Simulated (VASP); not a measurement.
Given:

```
Re
1.0
    2.74927     0.00000     0.00000
   -1.37463     2.38094     0.00000
    0.00000     0.00000    28.30405
Re
6
Direct
  0.66667   0.33333   0.38214
  0.33333   0.66667   0.30356
  0.66667   0.33333   0.53929
  0.33333   0.66667   0.46071
  0.66667   0.33333   0.69644
  0.33333   0.66667   0.61786
```

These are PBEsol GGA, VASP's PBE PAW potentials (set 64) (plane waves; VASP) values and carry that method's errors. Run with PREC = Normal, EDIFF = 1E-5, 400 eV cut-off, 11×11×1 Γ-centred mesh, first-order Methfessel-Paxton smearing of 0.10 eV, potentials Re.

**Question.** The ions are relaxed. Predict the relaxed structure.

**Answer.** 
```
Re
1.0
    2.74927     0.00000     0.00000
   -1.37463     2.38094     0.00000
    0.00000     0.00000    28.30405
Re
6
Cartesian
  1.37464   0.79364  10.76405
  0.00000   1.58729   8.67761
  1.37464   0.79364  15.22307
  0.00000   1.58729  13.08098
  1.37464   0.79364  19.62643
  0.00000   1.58729  17.54000
```

**Question.** How much energy does the relaxation gain?

**Answer.** The energy (σ→0) changes by -40.1 meV/atom, in 10 ionic steps.

```tsv
step	E(σ→0) (eV)	max force (eV/Å)	pressure (GPa)	volume (Å³)
1	-77.5205	1.514	-4.61	185.27
2	-77.7550	0.210	-2.52	185.27
3	-77.7551	0.206	-2.42	185.27
4	-77.7582	0.084	-2.34	185.27
5	-77.7582	0.086	-2.30	185.27
6	-77.7593	0.071	-2.18	185.27
7	-77.7610	0.040	-1.80	185.27
8	-77.7611	0.039	-1.66	185.27
9	-77.7612	0.058	-1.71	185.27
10	-77.7613	0.018	-1.67	185.27
```

The cell is a thin slab with vacuum, built from Re (hcp): (001) face. VASP warned that the highest band is occupied, so more bands are needed.
